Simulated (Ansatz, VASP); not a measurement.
# BiAs: VASP beside Ansatz

One calculation is typed for both programs; each brings its own data sets and cutoff. How far apart do they land? The cell is invented: As first built, before any earlier steps moved the atoms (in the runner's words): it takes the AsP structure with some of its atoms replaced by other elements, volume scaled by an estimate. It may not be a known or stable phase. The cell is taken from a series of VASP runs on this material, whose earlier steps may have relaxed, scaled or displaced it; both programs get it as it stands.

Program: Ansatz 0.2.0. Level of theory: plane waves, with VASP 6.6.1 beside it; band structure at PBE0 and band structure at HSEsol. Results are calculated unless marked as measured.

## Step 1: The starting structure

The structure is trigonal, space group R3m (No. 160). Conventional cell: a = 4.253 Å, b = 4.253 Å, c = 11.048 Å, α = 90.00°, β = 90.00°, γ = 120.00°. Bi has 6 As at 2.85 to 3.33 Å nearest. Nearest to As lie 6 Bi at 2.85 to 3.33 Å. As first built, before any earlier steps moved the atoms (in the runner's words): sites of the AsP structure (space group 160) filled with other elements, volume scaled by an estimate. Farther neighbours are not listed.

As a file:

```xyz
2
Lattice="2.1264 1.2277 3.6826 -2.1264 1.2277 3.6826 0.0000 -2.4554 3.6826" Properties=species:S:1:pos:R:3 pbc="T T T"
Bi    0.0000    0.0000    2.5609
As    0.0000    0.0000    8.4869
```

## Step 2: VASP: band structure, PBE0

Levels along a path test the potential and the projectors away from the mesh points.

Lines of VASP's logs that name or quote its potential files are left out, and so is its time.

The run reads the wave functions of an earlier VASP run, which isn't shown here.

File INCAR:

```
SYSTEM = BiAs
PREC = Accurate
ENCUT = 400
EDIFF = 1E-06
NELM = 100
ISMEAR = 0
SIGMA = 0.02
LREAL = .FALSE.
ALGO = Normal
LHFCALC = .TRUE.
AEXX = 0.25
GGA = PE
LASPH = .TRUE.
NBANDS = 16
PRECFOCK = Fast
HFRCUT = -1
LORBIT = 11
LWAVE = .FALSE.
LCHARG = .FALSE.
KPAR = 4
```

File POSCAR:

```
BiAs
1.0
    2.1264006924      1.2276782936      3.6825905750
   -2.1264006924      1.2276782936      3.6825905750
    0.0000000000     -2.4553565871      3.6825905750
Bi As
1 1
Direct
    0.2317986543      0.2317986543      0.2317986543
    0.7682013457      0.7682013457      0.7682013457
```

File KPOINTS:

```
Automatic mesh
0
Gamma
4 4 4
0 0 0
```

File KPOINTS_OPT:

```
Line mode
6
Line-mode
Reciprocal
  0.00000000   0.00000000   0.00000000 GAMMA
  0.50000000   0.00000000   0.00000000 L

  0.50000000   0.00000000   0.00000000 L
  0.50000000   0.24075861  -0.24075861 B1

  0.75924139   0.50000000   0.24075861 B
  0.50000000   0.50000000   0.50000000 Z

  0.50000000   0.50000000   0.50000000 Z
  0.00000000   0.00000000   0.00000000 GAMMA

  0.00000000   0.00000000   0.00000000 GAMMA
  0.37037930   0.00000000  -0.37037930 X

  0.62962070   0.37037930   0.00000000 Q
  0.50000000   0.50000000   0.00000000 F

  0.50000000   0.50000000   0.00000000 F
  0.62962070   0.62962070   0.24075861 P1

  0.62962070   0.62962070   0.24075861 P1
  0.50000000   0.50000000   0.50000000 Z

  0.50000000   0.00000000   0.00000000 L
  0.75924139   0.37037930   0.37037930 P
```

Potentials, in the order of the species: Bi_d and As (PBE family, release 64).

Run with:

```
$ mpirun -np 4 vasp_std
```

Numbers of over 12 decimals in the logs are rounded to 6 here.

The log of the run:

```text
[banner, memory and clock lines left out]
running    4 mpi-ranks, on    1 nodes
 distrk:  each k-point on    1 cores,    4 groups
 distr:  one band on    1 cores,    1 groups

 POSCAR found type information on POSCAR BiAs
 POSCAR found :  2 types and       2 ions
 LDA part: xc-table for (Slater+PW92), standard interpolation
 found WAVECAR, reading the header
 POSCAR, INCAR and KPOINTS ok, starting setup
 FFT: planning ... GRIDC
 FFT: planning ... GRID_SOFT
 FFT: planning ... GRID
 HFRCUT set to (new)   9.587571
 reading WAVECAR
 the WAVECAR file was read successfully
 initial charge from wavefunction
 entering main loop
       N       E                     dE             d eps       ncg     rms          rms(c)
DAV:   1    -0.113510450176E+02   -0.11351E+02   -0.57789E-01   416   0.678E+00    0.165E+00
DAV:   2    -0.113633048276E+02   -0.12260E-01   -0.49964E-02   472   0.113E+00    0.113E+00
DAV:   3    -0.113640038292E+02   -0.69900E-03   -0.61662E-03   632   0.300E-01    0.645E-01
DAV:   4    -0.113640037060E+02    0.12316E-06   -0.16710E-03   600   0.121E-01    0.372E-01
DAV:   5    -0.113640476499E+02   -0.43944E-04   -0.71537E-04   568   0.793E-02    0.209E-01
DAV:   6    -0.113640710671E+02   -0.23417E-04   -0.23525E-04   560   0.504E-02    0.116E-01
DAV:   7    -0.113640758047E+02   -0.47376E-05   -0.78044E-05   536   0.306E-02    0.654E-02
DAV:   8    -0.113640780591E+02   -0.22544E-05   -0.27580E-05   560   0.173E-02    0.354E-02
DAV:   9    -0.113640795770E+02   -0.15179E-05   -0.84550E-06   464   0.869E-03    0.197E-02
DAV:  10    -0.113640804644E+02   -0.88737E-06   -0.26434E-06   280   0.583E-03
   1 F= -.11364080E+02 E0= -.11364080E+02  d E =-.236347E-19
 Start KPOINTS_OPT (optional k-point list driver)
k-point batch [1-13\54]
       N       E                     dE             ncg
DAV:   1    -0.437359987448E+03   -0.59201E+04      416
DAV:   2    -0.254344064086E+04   -0.21061E+04      448
DAV:   3    -0.270825449569E+04   -0.16481E+03      512
DAV:   4    -0.271307192306E+04   -0.48174E+01      544
DAV:   5    -0.271321412702E+04   -0.14220E+00      600
DAV:   6    -0.271322175532E+04   -0.76283E-02      648
DAV:   7    -0.271322184828E+04   -0.92960E-04      568
DAV:   8    -0.271322184904E+04   -0.76417E-06      432
[...]
k-point batch [53-54\54]
       N       E                     dE             ncg
DAV:   1     0.575703502663E+04   -0.13369E+04       64
DAV:   2     0.543057926361E+04   -0.32646E+03       72
DAV:   3     0.540680826058E+04   -0.23771E+02       72
DAV:   4     0.540616752487E+04   -0.64074E+00       80
DAV:   5     0.540614765917E+04   -0.19866E-01       80
DAV:   6     0.540614641416E+04   -0.12450E-02       96
DAV:   7     0.540614639899E+04   -0.15166E-04       80
DAV:   8     0.540614639885E+04   -0.14197E-06       64
```

Parts of OUTCAR (step 2):

```text
ion  position               nearest neighbor table
   1  0.232  0.232  0.232-   2 2.85   2 2.85   2 2.85   2 3.33   2 3.33   2 3.33
   2  0.768  0.768  0.768-   1 2.85   1 2.85   1 2.85   1 3.33   1 3.33   1 3.33

  LATTYP: Found a trigonal (rhomboedric) cell.
 ALAT       =     4.4260871252
 COS(alpha) =     0.5383844660

 Subroutine GETGRP returns: Found  6 space group operations
 (whereof  6 operations were pure point group operations)

The static configuration has the point symmetry C_3v.

 Found     13 irreducible k-points:

   k-points           NKPTS =     13   k-points in BZ     NKDIM =     64   number of bands    NBANDS=     16

   dimension x,y,z NGX =    30 NGY =   30 NGZ =   30
   dimension x,y,z NGXF=    60 NGYF=   60 NGZF=   60

   ENCUT  =  400.0 eV  29.40 Ry    5.42 a.u.   7.22  7.22  7.22*2*pi/ulx,y,z

   NELECT =      20.0000    total number of electrons

 k-points in reciprocal lattice and weights: Automatic mesh
   0.00000000  0.00000000  0.00000000       0.016
   0.25000000 -0.00000000  0.00000000       0.094
   0.50000000 -0.00000000  0.00000000       0.047
   0.25000000  0.25000000  0.00000000       0.094
   0.50000000  0.25000000 -0.00000000       0.188
  -0.25000000  0.25000000  0.00000000       0.094
   0.50000000  0.50000000  0.00000000       0.047
   0.25000000  0.25000000  0.25000000       0.031
   0.50000000  0.25000000  0.25000000       0.094
  -0.25000000  0.25000000  0.25000000       0.094
   0.50000000  0.50000000  0.25000000       0.094
  -0.25000000  0.50000000  0.25000000       0.094
   0.50000000  0.50000000  0.50000000       0.016

  exchange ACFDT corr.  =         0.00000000  see jH, gK, PRB 81, 115126

 average (electrostatic) potential at core
       1 -99.0971       2 -44.8618

 E-fermi :   5.0416

 k-point     1 :       0.0000    0.0000    0.0000
  band No.  band energies     occupation
    ...
      6      -9.9379      2.00000
      7      -2.1109      2.00000
      8       3.2810      2.00000
      9       3.3784      2.00000
     10       3.3784      2.00000
     11       8.8520      0.00000
     12       9.6927      0.00000
     13       9.6927      0.00000
     14      12.6652      0.00000
     15      12.6652      0.00000
    ...

 k-point     2 :       0.2500   -0.0000    0.0000
  band No.  band energies     occupation
    ...
      6      -9.1034      2.00000
      7      -3.9092      2.00000
      8       3.3052      2.00000
      9       3.3260      2.00000
     10       4.0326      2.00000
     11       7.4247      0.00000
     12       8.1312      0.00000
     13       8.3339      0.00000
     14      12.1513      0.00000
     15      13.0833      0.00000
    ...

 k-point     3 :       0.5000   -0.0000    0.0000
  band No.  band energies     occupation
    ...
      6      -7.4107      2.00000
      7      -6.5226      2.00000
      8       3.3001      2.00000
      9       3.3876      2.00000
     10       4.9189      2.00000
     11       5.8327      0.00000
     12       6.8059      0.00000
     13       7.3201      0.00000
     14      14.7240      0.00000
     15      15.8335      0.00000
    ...

  energy-cutoff  :      400.00
  volume of cell :       57.68
      direct lattice vectors                 reciprocal lattice vectors
     2.126400692  1.227678294  3.682590575     0.235139126  0.135757606  0.090515990
    -2.126400692  1.227678294  3.682590575    -0.235139126  0.135757606  0.090515990
     0.000000000 -2.455356587  3.682590575     0.000000000 -0.271515213  0.090515990

 POSITION                                       TOTAL-FORCE (eV/Angst)
 -----------------------------------------------------------------------------------
      0.00000      0.00000      2.56086         0.000000     -0.000000     -0.470300
      0.00000      0.00000      8.48691         0.000000      0.000000      0.470300
 -----------------------------------------------------------------------------------
    total drift:                                0.000000      0.000005     -0.000686

  FREE ENERGIE OF THE ION-ELECTRON SYSTEM (eV)
  ---------------------------------------------------
  free  energy   TOTEN  =       -11.3640804644 eV

  energy  without entropy=      -11.3640804644  energy(sigma->0) =      -11.36408046

 total charge
# of ion       s       p       d       tot
------------------------------------------
    1        1.611   1.211   9.938  12.760
    2        1.294   1.425   0.023   2.743
--------------------------------------------------
tot          2.905   2.637   9.961  15.503

[... 3 further parts left out ...]
```

The k-mesh is coarse for unscreened exact exchange, which converges slowly with it.

(Part 1 of 3 ends here.)

[Lines on the potential files, build, host, timing and source positions are cut from VASP's logs without a mark.]

[Logs are printed without paths, hosts, clocks, repeated set-up lines and the standing remarks that a program may print on its own settings, such as how far it seeks lower states.]

[Hosts, paths, dates, database ids (printed as entryN), source tags and the programs' standing remarks are cut or masked in the printed files.]
